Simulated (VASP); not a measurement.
Zr3MoC: single point with PBE

Zr3MoC:

```
Zr Mo C
1.0
     4.94251    0.00000    0.00000
     0.00000    4.94251    0.00000
     0.00000    0.00000    4.94251
Zr Mo C
3 1 1
Direct
  0.50000 0.00000 0.00000
  0.00000 0.50000 0.00000
  0.00000 0.00000 0.50000
  0.00000 0.00000 0.00000
  0.50000 0.50000 0.50000
```

The cell was built by a generator and needn't be a form met in nature.

```json
{"Program": "VASP 6.6.1", "Task": "single point", "Functional": "PBE", "Potentials or basis": "VASP PAW PBE potentials, release 64 (Zr_sv, Mo_sv, C)", "Cutoff": "520 eV", "k mesh": "6 × 6 × 6", "Occupations": "fermi-dirac, width 0.05 eV", "Spin": "no spin polarisation"}
```

```json
{"Pressure": "-0.1 GPa", "Band gap on the k mesh": "none (metal or under the smearing width)"}
```

Levels at points of the mesh, in eV from the Fermi level:
```csv
k point,band 24,band 25,band 26,band 27,band 28,band 29,band 30,band 31
"(0.00, 0.00, 0.00)",-0.84,-0.84,-0.48,-0.43,-0.43,-0.43,1.79,1.79
"(0.50, 0.00, 0.00)",-0.43,-0.30,-0.30,-0.06,0.12,0.12,0.20,1.35
"(0.50, 0.50, 0.00)",-1.31,-0.57,-0.27,-0.27,-0.20,0.25,1.45,1.45
"(0.50, 0.50, 0.50)",0.06,0.06,0.06,0.20,0.36,0.36,0.36,0.55
```

Wall time 51 s on 1 thread of Intel(R) Xeon(R) 6975P-C (Granite Rapids) (shared host), peak memory 0.28 GiB.
